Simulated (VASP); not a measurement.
## GaP (zinc blende): computed properties

The numbers are results of PBEsol GGA, VASP's PBE PAW potentials (set 64) (plane waves; VASP 6.6.1), not measurements.

For GaP, the space group is F-43m (216) and the cell is a = 5.4329 Å, b = 5.4329 Å, c = 5.4329 Å, α = 90.00°, β = 90.00°, γ = 90.00°. The volume per atom is 20.04 Å^3/atom, the band gap (over mesh and band path) is 1.45 eV and the smallest direct gap (over mesh and band path) comes out as 1.83 eV. The Hill bulk modulus is 85.7 GPa, the Hill shear modulus comes out as 53.4 GPa and the Poisson's ratio is 0.242. The band-edge character comes out as indirect, Γ to Γ-X at 0.86, the density is 4.17 g/cm³ and the C11 comes out as 136 GPa. The C12 is 60.7 GPa and the C44 is 67.8 GPa.

Space group F-43m (No. 216); a = b = c = 5.433 Å, α = β = γ = 90.00°

| atom | site | symmetry | x | y | z |
|---|---|---|---|---|---|
| Ga | 4a | -43m | 0.0000 | 0.0000 | 0.0000 |
| P | 4d | -43m | 0.7500 | 0.7500 | 0.7500 |
(The calculation used a cell of 2 atoms; values per cell refer to that cell.)

Measured: gap 2.43 eV (computed value off by -0.98 eV), as given by Wei Chen et al., Physical Review Materials (2018), doi:10.1103/physrevmaterials.2.073803 [zero-point renormalisation of 0.08 eV added back (the table's ZPR column)]; a 5.439 Å at 0 K (computed value off by -0.1 %), as given by Daniel Mejia-Rodriguez et al., Physical Review B (2018), arXiv:1807.09216 [static lattice: zero-point anharmonic expansion removed]; bulk modulus 88.7 GPa (computed value off by -3.4 %), shear modulus 55.3 GPa (computed value off by -3.4 %), as given by Cormac Toher et al., Physical Review Materials (2017), arXiv:1611.05714. The calculation is for a static lattice, while the measured bulk modulus, shear modulus hold thermal and zero-point effects, which are part of the difference.

The compound is GaP in the zinc blende structure. It was relaxed first. Symmetry was kept, so distortions that lower it aren't found.
